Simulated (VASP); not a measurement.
Here is a VASP 6.6.1 calculation.

File INCAR:

```
SYSTEM = CoC23
ALGO     = Normal         ! electronic algorithm
EDIFF    = 1E-5           ! SCF threshold, eV
ENCUT    = 450            ! plane-wave cutoff, eV
GGA      = PS             ! functional
ISIF     = 2              ! what is computed and relaxed
ISMEAR   = 0              ! smearing method
ISPIN    = 2              ! spin polarisation
ISYM     = 0            
KPAR     = 4            
LASPH    = .TRUE.         ! aspherical terms in the spheres
LCHARG   = .FALSE.        ! write CHGCAR
LDAU     = .TRUE.         ! DFT+U
LDAUJ    = 0 0          
LDAUL    = 2 -1           ! shell
LDAUPRINT= 1            
LDAUTYPE = 2            
LDAUU    = 4 0            ! U, eV
LMAXMIX  = 4              ! l up to which the mixer works
LORBIT   = 11             ! projections on sites
LREAL    = Auto         
LWAVE    = .FALSE.        ! write WAVECAR
MAGMOM   = 5 0 0 0 0 0 0 0 0 0 0 0 0 0 0 0 0 0 0 0 0 0 0 0 ! initial moments
NELM     = 120            ! most SCF steps
PREC     = Accurate       ! precision mode
SIGMA    = 0.03           ! smearing width, eV
```

Contents of KPOINTS:

```
k-points
0
G
  3 4 4
  0 0 0
```

Contents of POSCAR:

```
CoC23                                   
1.0
    0.0000000000      5.3503200000      5.3503200000
    3.5668800000      0.0000000000      3.5668800000
    3.5668800000      3.5668800000      0.0000000000
  Co              C             
     1    23
Direct
     0.9878476403487173    0.0049593300314125    0.0020533564427051
     0.0035531218769214    0.0002490914613678    0.4939023413346967
     0.0035119759204198    0.4970045869105120    0.9973360023087092
     0.0045597664325952    0.4965693937557836    0.4937867818091033
     0.3329417354921900    0.0020489777192848    0.9993164555465434
     0.3397686622370288    0.9978867889695974    0.4890088729895294
     0.3398835339681217    0.4916126669084846    0.9952607361898697
     0.3340070472018436    0.4997498337682955    0.4971031331500487
     0.6668460989475973    0.9981103504614416    0.9952743976210872
     0.6604394305660513    0.0015507457939518    0.5045111283555771
     0.6605393568058398    0.5071946290560274    0.9988435891809085
     0.6685462425686007    0.4988406453607014    0.4961136214343395
     0.0960992722090573    0.1374846704001351    0.1344344705618115
     0.1006174706154266    0.1348052187984143    0.5751741921716713
     0.1006626494907130    0.5780728217503295    0.1320277422294050
     0.0863583913126749    0.6235764843247006    0.6206150260927260
     0.4262285610627238    0.1169559607491584    0.1142733694979648
     0.4130178610639934    0.1245654894883434    0.6286209383897696
     0.4131250655906333    0.6313012836427109    0.1218882830357443
     0.4193009204562929    0.6228327960061945    0.6202436432212957
     0.7033031397034035    0.1493615921017358    0.1467034806224493
     0.7521534741612531    0.1252465824923577    0.6205238555485726
     0.7521155993572196    0.6233969479254817    0.1225353728357398
     0.7502899826106977    0.6242481121235713    0.6215672094297250
```

Potentials or basis: VASP PAW PBE potentials, release 64 (Co, C).

The run is started by

```bash
$ cat potpaw_PBE.64/Co/POTCAR potpaw_PBE.64/C/POTCAR > POTCAR
$ mpirun -np 4 vasp_std > vasp.out
```

Q: What does it give for the largest force?

A: 2.109 eV/Å.

Q: Predict the net moment.

A: 1.00 μB per cell.

Eigenvalues of the final occupation matrices:
| site | spin | trace | eigenvalues |
| --- | --- | --- | --- |
| site 1 d | 1 | 4.41 | 0.81 0.82 0.89 0.95 0.95 |
| site 1 d | 2 | 3.72 | 0.59 0.62 0.62 0.94 0.94 |

Caveat: the k mesh is coarse (spacing up to 0.38 Å⁻¹), so the values aren't converged; the PAW data sets were made with another functional, which shifts forces and pressure a little; the moment fell far below its start of 5 μB, so a state of higher moment may lie lower in energy; the U is typed as a test and isn't derived for this compound. The state reached can hang on the start; a lower one may exist.
